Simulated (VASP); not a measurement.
Input:

```
CELL_PARAMETERS angstrom
     -2.51851     2.51851     2.51851
      2.51851    -2.51851     2.51851
      2.51851     2.51851    -2.51851
ATOMIC_POSITIONS crystal
  Ba 0.00000 0.00000 0.00000
```

Method: MS2 meta-GGA, VASP's PBE PAW potentials (set 64) (plane waves; VASP 6.6.1). Numerical set-up: 520 eV cut-off, 12×12×12 Γ-centred mesh, tetrahedra with Blöchl corrections, potentials Ba_sv.

Unless said otherwise, spin-orbit coupling is left out, though it shifts the bands of the heavy elements here.

### Question
Predict the energy per atom (σ→0), band gap (over mesh and band path) with the smallest direct gap where there is one.

### Answer

| Property | Result |
|---|---|
| band gap (over mesh and band path) | none (metal, semimetal or under 0.01 eV) |
| energy per atom (σ→0) | 387.3 kJ/mol-atom |

Total energies compare only between runs with the same potentials, cut-off and functional.

The compound is Ba in the bcc structure. It was relaxed first.
